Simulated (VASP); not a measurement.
OSZICAR of a VASP run on BP (zinc blende):

File OSZICAR:
```
       N       E                     dE             d eps       ncg     rms          rms(c)
DAV:   1     0.820942241131E+01    0.82094E+01   -0.41595E+03   464   0.902E+02
DAV:   2    -0.133990240886E+02   -0.21608E+02   -0.20918E+02   768   0.106E+02
DAV:   3    -0.136335889575E+02   -0.23456E+00   -0.23456E+00   504   0.145E+01
DAV:   4    -0.136342345795E+02   -0.64562E-03   -0.64562E-03   760   0.795E-01
DAV:   5    -0.136342347011E+02   -0.12167E-06   -0.12164E-06   512   0.110E-02    0.719E+00
DAV:   6    -0.130270435184E+02    0.60719E+00   -0.16364E+00   528   0.700E+00    0.392E+00
DAV:   7    -0.129363238787E+02    0.90720E-01   -0.25559E-01   696   0.308E+00    0.131E+00
DAV:   8    -0.129282604947E+02    0.80634E-02   -0.27941E-02   512   0.116E+00    0.213E-01
DAV:   9    -0.129285685691E+02   -0.30807E-03   -0.46299E-04   648   0.200E-01    0.120E-01
DAV:  10    -0.129287665866E+02   -0.19802E-03   -0.29060E-04   536   0.135E-01    0.269E-02
DAV:  11    -0.129287766007E+02   -0.10014E-04   -0.12275E-05   656   0.309E-02    0.314E-02
DAV:  12    -0.129287773991E+02   -0.79844E-06   -0.30938E-06   488   0.116E-02
   1 F= -.12928777E+02 E0= -.12928777E+02  d E =-.129288E+02
       N       E                     dE             d eps       ncg     rms          rms(c)
DAV:   1    -0.129293599732E+02   -0.58337E-03   -0.15688E-02   544   0.988E-01    0.152E-01
DAV:   2    -0.129289944828E+02    0.36549E-03   -0.77547E-04   592   0.175E-01    0.791E-02
DAV:   3    -0.129288930087E+02    0.10147E-03   -0.20564E-04   536   0.828E-02    0.229E-02
DAV:   4    -0.129288832691E+02    0.97395E-05   -0.88235E-06   600   0.218E-02    0.174E-02
DAV:   5    -0.129288804913E+02    0.27778E-05   -0.21980E-06   448   0.107E-02    0.820E-03
DAV:   6    -0.129288801733E+02    0.31800E-06   -0.77543E-08   232   0.252E-03
   2 F= -.12928880E+02 E0= -.12928880E+02  d E =-.102774E-03
       N       E                     dE             d eps       ncg     rms          rms(c)
DAV:   1    -0.129290716313E+02   -0.19114E-03   -0.27660E-03   544   0.416E-01    0.654E-02
DAV:   2    -0.129290070437E+02    0.64588E-04   -0.13678E-04   592   0.736E-02    0.341E-02
DAV:   3    -0.129289907680E+02    0.16276E-04   -0.36486E-05   536   0.349E-02    0.959E-03
DAV:   4    -0.129289901623E+02    0.60569E-06   -0.15126E-06   416   0.910E-03
   3 F= -.12928990E+02 E0= -.12928990E+02  d E =-.212763E-03
```

Which electronic solver shows in the log?

It is blocked Davidson (ALGO = Normal, or the opening steps of other solvers). The INCAR had ALGO = Normal.

Can the final energy be trusted as converged?

The run converged. It stopped with EDIFF = 1E-6, NELM = 100, NSW = 40 and EDIFFG = -0.01 after 3 ionic steps (PBE GGA, plane waves, VASP's PBE PAW potentials (set 64)).

The compound is BP in the zinc blende structure. This run relaxes it. Symmetry was kept, so distortions that lower it aren't found.
